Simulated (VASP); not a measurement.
Data:

```xyz
2
Lattice="4.1430 0.0000 0.0000 0.0000 4.1430 0.0000 0.0000 0.0000 4.1430" Properties=species:S:1:pos:R:3 pbc="T T T"
Cs     0.0000     0.0000     0.0000
Cl     2.0715     2.0715     2.0715
```

Calculation: r2SCAN meta-GGA, VASP's PBE PAW potentials (set 64) (plane waves; VASP). Numerical set-up: 520 eV cut-off, 7×7×7 Γ-centred mesh, tetrahedra with Blöchl corrections, potentials Cs_sv Cl.

Unless said otherwise, spin-orbit coupling is left out, though it shifts the bands of the heavy elements here.

Q: Give the energies of bands 3 to 11 at the high-symmetry points, in eV from the valence-band maximum.

A: 
| band | Γ | X | M | R |
|---|---|---|---|---|
| 3 | -6.03 | -6.54 | -6.78 | -6.55 |
| 4 | -6.03 | -5.89 | -6.78 | -6.55 |
| 5 | -6.03 | -5.89 | -5.80 | -6.55 |
| 6 | 0.00 | -1.12 | -0.43 | -1.06 |
| 7 | 0.00 | -0.22 | -0.43 | -1.06 |
| 8 | 0.00 | -0.22 | -0.05 | -1.06 |
| 9 | 5.91 | 6.94 | 6.55 | 9.12 |
| 10 | 5.91 | 8.24 | 6.64 | 9.12 |
| 11 | 5.99 | 9.56 | 8.62 | 9.12 |

The gap is direct, 5.91 eV, from the valence maximum at Γ to the conduction minimum at Γ.

Measured: gap 8.35 eV at 80 K (computed value off by -2.44 eV), as given by Wikipedia, Caesium chloride.

The compound is CsCl in the CsCl type structure. It was relaxed first.
